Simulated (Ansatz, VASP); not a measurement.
# Cross-check of BiAs between VASP and Ansatz

Wanted: the spread between two codes on one cell, functional and k mesh. The cell is generated by rule, not measured, and may not be a known phase. The cell is taken from a series of runs on this material, whose earlier steps may have relaxed, scaled, displaced or heated it; both programs get it as it stands.

Main program and level: Ansatz 0.2.0; plane waves, with VASP 6.6.1 beside it; relaxation of cell and atoms at PBE.

The structure was built from a prototype and need not be the compound's stable phase.

## Step 1: Starting point

The structure is hexagonal, space group P6_3mc (No. 186). Conventional cell: a = 4.114 Å, b = 4.114 Å, c = 8.385 Å, α = 90.00°, β = 90.00°, γ = 120.00°. Nearest to Bi lie 3 As at 2.82 Å. As has 3 Bi at 2.82 Å nearest. Farther neighbours are not listed.

As a file:

```
Bi As
1.0
     4.11357    0.00000    0.00000
    -2.05679    3.56246    0.00000
     0.00000    0.00000    8.38465
Bi As
2 2
Cartesian
  0.0000 0.0000 8.1781
  0.0000 0.0000 3.9858
  0.0000 2.3750 2.4623
  2.0568 1.1875 6.6546
```

## Step 2: VASP: relaxation of cell and atoms, PBE

The relaxed volume is the usual yardstick between codes: in a stiff, nearly cubic crystal its relative difference is about their pressure difference at one cell divided by the bulk modulus.

Lines of VASP's logs that name or quote its potential files are left out, and so is its time.

The input, INCAR:

```
SYSTEM = BiAs
PREC = Accurate
ENCUT = 500
EDIFF = 1E-07
NELM = 120
ISMEAR = 1
SIGMA = 0.2
LREAL = .FALSE.
ALGO = Normal
GGA = PE
NBANDS = 26
LORBIT = 11
LWAVE = .FALSE.
LCHARG = .FALSE.
ISIF = 3
IBRION = 2
NSW = 80
EDIFFG = -0.005
LASPH = .TRUE.
GGA_COMPAT = .FALSE.
NELMIN = 4
KPAR = 2
```

The input, POSCAR:

```
BiAs
1.0
    4.1135740000      0.0000000000      0.0000000000
   -2.0567870000      3.5624590000      0.0000000000
    0.0000000000      0.0000000000      8.3846510000
Bi As
2 2
Direct
    0.0000000000      0.0000000000      0.9753649854
    0.0000000000      0.0000000000      0.4753649257
    0.3333333801      0.6666667602      0.2936700645
    0.6666666199      0.3333332398      0.7936700049
```

The input, KPOINTS:

```
Automatic mesh
0
Gamma
12 12 6
0 0 0
```

Potentials, in the order of the species: Bi_d and As (PBE family, release 64).

Started as:

```sh
$ mpirun -np 2 vasp_std
```

Numbers of over 12 decimals in the logs are rounded to 6 here.

The log of the run:

```text
[banner, memory and clock lines left out]
running    2 mpi-ranks, on    1 nodes
 distrk:  each k-point on    1 cores,    2 groups
 distr:  one band on    1 cores,    1 groups

 POSCAR found type information on POSCAR BiAs
 POSCAR found :  2 types and       4 ions
 LDA part: xc-table for (Slater+PW92), standard interpolation
 POSCAR, INCAR and KPOINTS ok, starting setup
 FFT: planning ... GRIDC
 FFT: planning ... GRID_SOFT
 FFT: planning ... GRID
 WAVECAR not read
 entering main loop
       N       E                     dE             d eps       ncg     rms          rms(c)
DAV:   1     0.369137207799E+03    0.36914E+03   -0.18832E+04  3952   0.158E+03
DAV:   2     0.193103180583E+02   -0.34983E+03   -0.34384E+03  4122   0.408E+02
DAV:   3    -0.160759733030E+02   -0.35386E+02   -0.34741E+02  4980   0.145E+02
DAV:   4    -0.173598951416E+02   -0.12839E+01   -0.12800E+01  4462   0.296E+01
DAV:   5    -0.174118255288E+02   -0.51930E-01   -0.51921E-01  5704   0.590E+00    0.334E+00
DAV:   6    -0.170666177574E+02    0.34521E+00   -0.12075E+00  4768   0.532E+00    0.172E+00
DAV:   7    -0.170769197025E+02   -0.10302E-01   -0.19607E-01  4150   0.176E+00    0.947E-01
DAV:   8    -0.170770231400E+02   -0.10344E-03   -0.29741E-02  4846   0.112E+00    0.172E-01
DAV:   9    -0.170759822348E+02    0.10409E-02   -0.80115E-03  4492   0.530E-01    0.734E-02
DAV:  10    -0.170760901643E+02   -0.10793E-03   -0.85095E-04  4660   0.137E-01    0.527E-02
DAV:  11    -0.170761950888E+02   -0.10492E-03   -0.33171E-04  4126   0.925E-02    0.186E-02
DAV:  12    -0.170761824009E+02    0.12688E-04   -0.54213E-05  4546   0.436E-02    0.111E-02
DAV:  13    -0.170761823473E+02    0.53602E-07   -0.99004E-06  3830   0.138E-02    0.332E-03
DAV:  14    -0.170761824382E+02   -0.90900E-07   -0.12280E-06  4740   0.729E-03    0.233E-03
DAV:  15    -0.170761825818E+02   -0.14354E-06   -0.23391E-07  2128   0.276E-03    0.155E-03
DAV:  16    -0.170761827351E+02   -0.15333E-06   -0.14152E-07  2168   0.207E-03    0.846E-04
DAV:  17    -0.170761827272E+02    0.79426E-08   -0.25961E-08  1976   0.155E-03
   1 F= -.17076183E+02 E0= -.17076696E+02  d E =-.170762E+02
[... from here on, the cycles between the ionic steps are left out ...]
   2 F= -.17076217E+02 E0= -.17076742E+02  d E =-.342977E-04
   3 F= -.17076227E+02 E0= -.17076748E+02  d E =-.442131E-04
   4 F= -.17076227E+02 E0= -.17076748E+02  d E =-.441982E-04
   5 F= -.17076246E+02 E0= -.17076772E+02  d E =-.190566E-04
   6 F= -.17076255E+02 E0= -.17076784E+02  d E =-.277523E-04
   7 F= -.17076257E+02 E0= -.17076792E+02  d E =-.300348E-04
   8 F= -.17076258E+02 E0= -.17076791E+02  d E =-.314690E-04
 curvature:  -1.43 expect dE=-0.121E-04 dE for cont linesearch -0.142E-07
 trial: gam= 0.32817 g(F)=  0.660E-07 g(S)=  0.836E-05 ort = 0.522E-06 (trialstep = 0.125E+01)
 search vector abs. value=  0.117E-04
 bond charge predicted
       N       E                     dE             d eps       ncg     rms          rms(c)
DAV:   1    -0.170763209811E+02   -0.62629E-04   -0.30432E-03  4670   0.407E-01    0.353E-02
DAV:   2    -0.170762816414E+02    0.39340E-04   -0.11480E-04  4546   0.127E-01    0.198E-02
DAV:   3    -0.170762664442E+02    0.15197E-04   -0.55025E-05  5352   0.835E-02    0.442E-03
DAV:   4    -0.170762673761E+02   -0.93188E-06   -0.71020E-06  4106   0.258E-02    0.215E-03
DAV:   5    -0.170762676885E+02   -0.31242E-06   -0.35730E-07  3536   0.702E-03    0.413E-04
DAV:   6    -0.170762676847E+02    0.38108E-08   -0.88653E-08  1976   0.371E-03
   9 F= -.17076268E+02 E0= -.17076804E+02  d E =-.929032E-05
 trial-energy change:   -0.000009  1 .order   -0.000009   -0.000011   -0.000008
 step:   4.5810(harm=  4.5810)  dis= 0.00084  next Energy=   -17.076278 (dE=-0.197E-04)
 reached required accuracy - stopping structural energy minimisation
```

Parts of OUTCAR (step 2):

```text
ion  position               nearest neighbor table
   1  0.000  0.000  0.975-   4 2.82   4 2.82   4 2.82
   2  0.000  0.000  0.475-   3 2.82   3 2.82   3 2.82
   3  0.333  0.667  0.294-   2 2.82   2 2.82   2 2.82
   4  0.667  0.333  0.794-   1 2.82   1 2.82   1 2.82

  LATTYP: Found a hexagonal cell.
 ALAT       =     4.1135740000
 C/A-ratio  =     2.0382886026

 Subroutine GETGRP returns: Found 12 space group operations
 (whereof  6 operations were pure point group operations)

The static configuration has the point symmetry C_3v.
 The point group associated with its full space group is C_6v.

 Found     76 irreducible k-points:

   k-points           NKPTS =     76   k-points in BZ     NKDIM =     76   number of bands    NBANDS=     26

   dimension x,y,z NGX =    30 NGY =   30 NGZ =   64
   dimension x,y,z NGXF=    60 NGYF=   60 NGZF=  128

   ENCUT  =  500.0 eV  36.75 Ry    6.06 a.u.   7.50  7.50 15.29*2*pi/ulx,y,z

   NELECT =      40.0000    total number of electrons

 k-points in reciprocal lattice and weights: Automatic mesh
   0.00000000  0.00000000  0.00000000       0.001
   0.08333333 -0.00000000  0.00000000       0.007
   0.16666667 -0.00000000  0.00000000       0.007
   0.25000000 -0.00000000  0.00000000       0.007
   0.33333333  0.00000000  0.00000000       0.007
   0.41666667  0.00000000  0.00000000       0.007
   0.50000000 -0.00000000  0.00000000       0.003
   0.08333333  0.08333333  0.00000000       0.007
   0.16666667  0.08333333  0.00000000       0.014
[...]
0.33333333  0.25000000  0.50000000       0.014
   0.33333333  0.33333333  0.50000000       0.002

 average (electrostatic) potential at core
       1-105.9892       2-105.9892       3 -49.4904       4 -49.4904

 E-fermi :   5.2736

 k-point     1 :       0.0000    0.0000    0.0000
  band No.  band energies     occupation
    ...
     16       4.0200      2.00000
     17       4.0200      2.00000
     18       4.4868      2.00000
     19       4.4868      2.00000
     20       4.6679      2.00016
     21       6.3808     -0.00000
     22       7.1706     -0.00000
     23       7.1775     -0.00000
     24       7.1775     -0.00000
     25       7.6530     -0.00000
    ...

 k-point     2 :       0.0833   -0.0000    0.0000
  band No.  band energies     occupation
    ...
     15       2.9751      2.00000
     16       3.3496      2.00000
     17       3.8238      2.00000
     18       3.8414      2.00000
     19       4.4053      2.00000
     20       5.4965     -0.06659
     21       5.9369     -0.00003
     22       7.2101     -0.00000
     23       7.2295     -0.00000
     24       7.5676     -0.00000
    ...

 k-point     3 :       0.1667   -0.0000    0.0000
  band No.  band energies     occupation
    ...
     16       3.0960      2.00000
     17       3.3998      2.00000
     18       3.4601      2.00000
     19       4.1679      2.00000
     20       4.7943      2.00363
     21       6.0889     -0.00000
     22       7.2356     -0.00000
     23       7.2530     -0.00000
     24       7.9247     -0.00000
     25       8.2007     -0.00000
    ...

  Total        0.0094890      0.0094890     -0.0147436      0.0000000      0.0000000     -0.0000000
  in kB        0.1238307      0.1238307     -0.1924038      0.0000000      0.0000000     -0.0000000
  external PRESSURE =       0.0184192 kB  Pullay stress =       0.0000000 kB

  energy-cutoff  :      500.00
  volume of cell :      122.77
      direct lattice vectors                 reciprocal lattice vectors
     4.112868933  0.000000000  0.000000000     0.243139282  0.140376553  0.000000000
    -2.056434467  3.561848394 -0.000000000     0.000000000  0.280753106  0.000000000
     0.000000000  0.000000000  8.380722399    -0.000000000  0.000000000  0.119321456

 POSITION                                       TOTAL-FORCE (eV/Angst)
 -----------------------------------------------------------------------------------
      4.11287      0.00000      8.17642        -0.000000     -0.000000      0.000414
      0.00000      0.00000      3.98606        -0.000000     -0.000000      0.000414
      0.00000      2.37457      2.45901         0.000000      0.000000     -0.000414
      2.05643      1.18728      6.64937        -0.000000     -0.000000     -0.000414
 -----------------------------------------------------------------------------------
    total drift:                               -0.000000     -0.000000     -0.002004

  FREE ENERGIE OF THE ION-ELECTRON SYSTEM (eV)
  ---------------------------------------------------
  free  energy   TOTEN  =       -17.0762676847 eV

  energy  without entropy=      -17.0778778213  energy(sigma->0) =      -17.07680440

 reached required accuracy - stopping structural energy minimisation

 total charge
# of ion       s       p       d       tot
------------------------------------------
    1        1.556   1.259   9.930  12.744
    2        1.556   1.259   9.930  12.744
    3        1.284   1.393   0.022   2.699
    4        1.284   1.393   0.022   2.699
--------------------------------------------------
tot          5.680   5.304  19.903  30.886

[... 3 further parts left out ...]
```

The run keeps the 12 symmetry operations of its start, so it cannot find a distortion of lower symmetry.

## Step 3: Ansatz: relaxation of cell and atoms, PBE

Ansatz runs on its default PAW (the set named soft_2) files.

The same cell, functional, mesh and smearing now go to Ansatz, which takes its cutoff from its data sets.

The input, input.yaml:

```yaml
crystal:
  lattice:
    - [4.1135737334, 0.0, 0.0]
    - [-2.0567868667, 3.5624593535, 0.0]
    - [0.0, 0.0, 8.3846508211]
  atoms:
    - { symbol: Bi, position: [0.0, 0.0, 0.9753649772] }
    - { symbol: Bi, position: [0.0, 0.0, 0.4753649772] }
    - { symbol: As, position: [0.3333333333, 0.6666666667, 0.2936700529] }
    - { symbol: As, position: [0.6666666667, 0.3333333333, 0.7936700529] }
kpoints:
  mp_grid: { grid: [12, 12, 6] }
hamiltonian:
  xc: pbe
scf:
  occupations: { method: methfessel_paxton, width: 0.2 }
output:
  forces: true
  stress: true
  eigenvalues: true
relax:
  adjacent_minimum: "off"
  f_tol: 0.001
  max_steps: 60
  cell: { stress_tol: 0.01 }
```

Started as:

```sh
$ ansatz run input.yaml --threads 4 --pin off --max-ram 7168MiB --backend cpu --events-out ev --progress --plain --runs-dir out
```

The log of the run:

```text
Engine: ansatz 0.2.0, aarch64-unknown-linux-gnu
Pseudopotentials: kind: paw
Pseudopotential: Bi, paw, valence charge 15, recommended cutoff 420 eV (normal), Bi.paw.azcp
Pseudopotential: As, paw, valence charge 15, recommended cutoff 420 eV (normal), As.paw.azcp
Functional definition: PBE
  parameter kappa = 0.804
  parameter beta = 0.066725
  exchange = pbe_x(kappa = kappa, mu = beta*pi^2/3)
  correlation = pbe_c(beta = beta)
Crystal: 4 atoms, lattice volume = 122.872 Å³
Basis set: ecut = 420 eV, 2369 PW (Γ), exchange–correlation on 60×60×120 points (8 copies of the dense FFT grid, shifted against one another)
Bands: 36, of which v1, the nominal top of the filled ones, is band 30 counted from 1 (29 counted from 0)
Symmetry: 12 space group operations
Space group: P63mc (ITA 186), of the structure as read, at distance tolerance 5.0e-5 Å
k-points: 76 of 864 (time reversal used)
Non-local potential: Bi, projectors of the file, l = 0: 2, l = 1: 2, l = 2: 2, l = 3: 2
Non-local potential: As, projectors of the file, l = 0: 2, l = 1: 2, l = 2: 3, l = 3: 1
PAW form: soft (Blöchl's): semilocal exchange-correlation on the pseudo side does not see the compensation charge
PAW one-centre angular grid: Bi, 590 points (default); XC on 64 Gauss nodes
PAW one-centre angular grid: As, 590 points (default); XC on 64 Gauss nodes
Initial density: superposition of atomic densities (neutral atoms: chi_scale 0, normalization atom), corrected by the library's trained network
Initial wavefunctions: pseudopotential atomic-orbital guess
Functional: x = pbe(κ = 0.804, μ = 0.219515), c = pbe(β = 0.066725)
SCF iter   1: F=—  HF=-34505.335651 eV  |F-HF|=—  |Δ(HF+E_count)|=         —  Δρ=1.54e-3  dr2=4.08e-3  ethr=1.77e-3  ⟨swp⟩=6.4  Hψ=10893  notcnv=0
preconditioner: auto → LDOS  [insulator: Δε(μ)=0.161 eV  Ē_g=8.204 eV  σ=0.200 eV  W_gap=0.62  n_scr=36 (ndim 8)  ℏωp=15.0 eV  f_vac=0.025  D(μ)=0.39/eV (n_scr^D=2)  ε∞_Penn≈4.3  β→1.0]
SCF iter   2: F=—  HF=-34505.336765 eV  |F-HF|=—  |Δ(HF+E_count)|=   1.11e-3  S|Δr|=    0.00e0  Δρ=1.54e-3  dr2=6.82e-3  ethr=6.80e-6  ⟨swp⟩=2.9  Hψ=6714  notcnv=0
SCF iter   3: F=—  HF=-34505.334834 eV  |F-HF|=—  |Δ(HF+E_count)|=   1.93e-3  S|Δr|=    0.00e0  Δρ=2.70e-4  dr2=2.34e-4  ethr=6.80e-6  ⟨swp⟩=2.0  Hψ=4175  notcnv=0
SCF iter   4: F=—  HF=-34505.334788 eV  |F-HF|=—  |Δ(HF+E_count)|=   4.67e-5  S|Δr|=    0.00e0  Δρ=1.12e-4  dr2=2.50e-5  ethr=3.89e-7  ⟨swp⟩=2.0  Hψ=4936  notcnv=0
SCF iter   5: F=—  HF=-34505.334776 eV  |F-HF|=—  |Δ(HF+E_count)|=   1.17e-5  S|Δr|=    0.00e0  Δρ=2.86e-5  dr2=1.50e-6  ethr=4.17e-8  ⟨swp⟩=2.0  Hψ=4932  notcnv=0
SCF iter   6: F=-34505.334775 eV  HF=-34505.334775 eV  |F-HF|=6.74e-8  |Δ(HF+E_count)|=   6.57e-7  S|Δr|=    0.00e0  Δρ=4.52e-6  dr2=4.05e-8  ethr=1.67e-10  ⟨swp⟩=7.8  Hψ=14409  notcnv=0
SCF 1 converged in 6 iterations: F = -34505.334775 eV  dr2 = 4.05e-8
  greatest PAW one-centre occupation: 0.999 electrons in one spin orbital (limit 2), on the As atom at site 2 (counted from 0), in its partial waves of l = 2
relax step   1: F+E_penalty+E_count = -34505.33477526 eV  Δ(F+E_penalty+E_count) = +0.000e0 eV  max|allowed force component| = 3.523e-4 eV/Å  Δτ_max = 0.0000 Å  P = +0.000 GPa  Ω = 122.872 Å³  (6 SCF iters, dr2 threshold 1.00e-7 eV, accepted)
[...]
relax step   3: F+E_penalty+E_count = -34505.33476241 eV  Δ(F+E_penalty+E_count) = +1.324e-5 eV  max|allowed force component| = 7.120e-3 eV/Å  Δτ_max = 0.0009 Å  P = +0.020 GPa  Ω = 122.921 Å³  energy of the carried Pulay correction = -7.996e-6 eV  (7 SCF iters, rejected (line search))
[...]
relax step   4: F+E_penalty+E_count = -34505.33477271 eV  Δ(F+E_penalty+E_count) = +2.938e-6 eV  max|allowed force component| = 8.411e-5 eV/Å  Δτ_max = 0.0002 Å  P = -0.000 GPa  Ω = 122.907 Å³  energy of the carried Pulay correction = -5.758e-6 eV  (7 SCF iters, accepted)
[...]
relax step   5: F+E_penalty+E_count = -34505.33477513 eV  Δ(F+E_penalty+E_count) = -2.412e-6 eV  max|allowed force component| = 8.406e-5 eV/Å  Δτ_max = 0.0000 Å  P = +0.000 GPa  Ω = 122.907 Å³  stress off target by 1.09e-3 GPa  SCF on the basis re-selected at this cell (its energy is not comparable with the rows above)  (5 SCF iters)
basis re-selected at this cell: Δ(F+E_penalty+E_count) = -2.412e-6 eV, ΔP = +0.000 GPa vs the last step (what re-selecting the basis moved, of the pressure what is left beyond the Pulay correction that the steps carried, after the strain that the cell walked since its last selection, with what the two solves' SCF thresholds leave and, on support functions, any second-order correction that the steps lacked; it is no m [...]
SCF converged after 5 iterations
Stability not checked: this state was not tested for a lower state beside it, because cold or Methfessel-Paxton smearing, or corrected tetrahedra, fill the levels in a way that the test cannot read (fill_not_monotonic; see scf.lower_state_search)
Free energy (F): -34505.334775 eV
Harris-Foulkes:  -34505.334775 eV  (|F-HF|=7.28e-12)
Internal energy: -34505.336376 eV  (E = F + TS)
E sigma→0 (E₀):  -34505.335175 eV
Entropy (-TS):   0.001601 eV (0.400 meV/atom)
Fermi energy:    9.059299 eV
--- Per-component energies (eV) ---
  E_band       = -746.171660
  E_kinetic    = 807.451381
  E_local      = -6952.446412  (includes V_loc(G=0)·N_el)
  E_nonlocal   = -221.375947
  E_hartree    = 3085.822815
  E_xc         = -459.991287
  E_vxc        = -445.374203  (∫ρ·V_xc dr)
  E_paw        = -24995.346558  (= ΣΔE_a)
  E_vpaw       = -106.071260  (= ΣTr[D̂ρ^β])
  E_aug_tail   = -0.000851  (compensation charges beyond the density's cutoff)
  E_ewald      = -5769.449516
  E_smearing   = 0.001601  (= −TS)
  E_closure    = 0.000000  (closes the sum)
  Σ components = -34505.334775   (vs F -34505.334775, Δ=0.00e0)
--- Forces (eV/Å), atoms counted from 1 ---
  atom   1  Bi    -0.00000000     0.00000000    -0.00008404
  atom   2  Bi     0.00000000    -0.00000000    -0.00008404
  atom   3  As    -0.00000000     0.00000000     0.00008408
  atom   4  As     0.00000000    -0.00000000     0.00008408
  max |Σ_I F_I| component: 6.88e-8 eV/Å
--- Stress (GPa, compression-positive) ---
       -0.000541      -0.000000       0.000000
       -0.000000      -0.000541       0.000000
        0.000000       0.000000       0.001090
  P = ⅓ Tr σ = 0.0000 GPa (0.000 kbar)
--- Band table (eV; the first three rows and the last of 76) ---
  k-point 0: bands = [... 26 lower, 7.8032, 8.2644, 8.2644, 8.4623, 10.1569, 10.9486, 10.9676, 10.9676, ... 2 higher]
  k-point 1: bands = [... 26 lower, 7.8308, 8.2295, 8.2295, 8.3249, 10.2773, 10.9547, 10.9963, 10.9963, ... 2 higher]
  k-point 2: bands = [... 26 lower, 7.9082, 7.9963, 8.1376, 8.1376, 10.5388, 10.9275, 11.0761, 11.0761, ... 2 higher]
  k-point 75: bands = [... 26 lower, 6.3359, 6.3359, 6.7380, 6.7380, 9.3455, 9.3455, 12.7131, 12.7131, ... 2 higher]
--- Relaxed structure (4 steps of the walk, 3 accepted, 1 SCFs on fresh bases) ---
  F+E_penalty+E_count = -34505.33477513 eV   max|allowed force component| = 8.406e-5 eV/Å   (the final SCF, on the basis selected at the relaxed cell)
  cell:  # Å, volume = 122.9073 Å³
    - [4.113050, 0.0, 0.0]
    - [-2.056525, 3.562006, 0]
    - [0, 0.0, 8.389172]
  atoms:
    - { symbol: Bi, position: [0, 0, 0.975323] }
    - { symbol: Bi, position: [0, 0, 0.475323] }
    - { symbol: As, position: [0.333333, 0.666667, 0.293712] }
    - { symbol: As, position: [0.666667, 0.333333, 0.793712] }
```

Reading the cycles: dr2 is the Hartree energy of the density residual (eV), the measure of convergence; HF is the Harris–Foulkes estimate of the energy, which meets the free energy F at convergence.

## Step 4: Comparison

Known differences besides the potentials themselves: the data sets hold 60 valence electrons in Ansatz (on its default PAW (the set named soft_2) files) and 40 in VASP; the cutoff is 420 eV in Ansatz and 500 eV in VASP; Ansatz adds a Pulay correction to the stress that steers its cell, VASP none. Total energies have different zeros and are not compared.

Compared:

```csv
quantity,Ansatz,VASP,difference
volume (Å³),122.91,122.77,+0.11 %
"edge a after relaxation, in the typed setting (Å)",4.113,4.113,+0.00 %
"edge c after relaxation, in the typed setting (Å)",8.389,8.381,+0.10 %
```

## Step 5: Summary of results

| Property | Result |
| --- | --- |
| difference in volume (relaxation of cell and atoms, PBE) | 0.11 % |

The difference in volume is 0.11 % (relaxation of cell and atoms, PBE), within the 1.2 % picked in this series as the mark of a large difference, as far as the stopping tolerances let one tell. The data sets hold unlike numbers of valence electrons (60 in Ansatz and 40 in VASP), so part of the differences comes from the potentials. 3 further runs of this series are not shown here. Such differences can come from data sets, numerical settings and the points named under the comparisons, not from the functional's error against experiment.

[Lines on the potential files, build, host, timing and source positions are cut from VASP's logs without a mark.]

[Logs are printed without paths, hosts, clocks, repeated set-up lines and the standing remarks that a program may print on its own settings, such as how far it seeks lower states.]

[Hosts, paths, dates, database ids (printed as entryN), source tags and the programs' standing remarks are cut or masked in the printed files.]
